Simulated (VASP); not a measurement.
VASP ran on this input.

### INCAR
```
# general
SYSTEM  = NbN
PREC    = Accurate
ENCUT   = 620
LREAL   = .FALSE.   # projection in real space or not
LASPH   = .TRUE.   # aspherical one-centre terms

# electronic loop
EDIFF   = 1E-6   # SCF stop (eV)
NELM    = 100
ALGO    = Normal
LMAXMIX = 4   # l cut-off of mixed one-centre charges

# smearing
ISMEAR  = 1
SIGMA   = 0.1   # width (eV)

# functional
GGA     = PS

# ions
IBRION  = 2   # conjugate gradients
NSW     = 40   # most ionic steps
ISIF    = 3   # ions, shape and volume
EDIFFG  = -0.02   # ionic stop
PSTRESS = 50   # kbar

# output
LWAVE   = .FALSE.
LCHARG  = .FALSE.
```

KPOINTS:
```
K-points
0
gamma
14 14 14
```

POSCAR:
```
NbN
1.0
  0.0000000000   2.1782479112   2.1782479112
  2.1782479112   0.0000000000   2.1782479112
  2.1782479112   2.1782479112   0.0000000000
Nb N
1 1
direct
  0.0000000000   0.0000000000   0.0000000000
  0.5000000000   0.5000000000   0.5000000000
```

POTCAR, in this order: Nb_sv N (PBE.64 set). Program: vasp_std.

Question: Write an equivalent input for Ansatz.

Answer: One equivalent input (not run):
Ansatz 0.2 input:
```yaml
crystal:
  lattice:
    - [0.0000000, 2.1782479, 2.1782479]
    - [2.1782479, 0.0000000, 2.1782479]
    - [2.1782479, 2.1782479, 0.0000000]
  atoms:
    - { symbol: Nb, position: [0.0000000, 0.0000000, 0.0000000] }
    - { symbol: N, position: [0.5000000, 0.5000000, 0.5000000] }
kpoints:
  mp_grid: { grid: [14, 14, 14] }
hamiltonian:
  xc: pbesol
  pseudopotentials: { kind: paw }
scf:
  occupations: { method: methfessel_paxton, width: 0.1 }
  max_iter: 100
relax:
  max_steps: 40
  f_tol: 0.02
  cell: { p_target: 5 }
output: { forces: true, stress: true, eigenvalues: true }
```
What does not carry over: each code has its own PAW files, so the cut-off isn't converted (ENCUT is set for VASP's; basis.ecutwfc is left out, and Ansatz then takes the one that its files recommend); Ansatz stops its SCF on the density residual and VASP on the energy change (EDIFF).

The compound is NbN in the rock salt structure, the cubic δ form, which competes with hexagonal ones. It was relaxed first under an external pressure of 5 GPa.
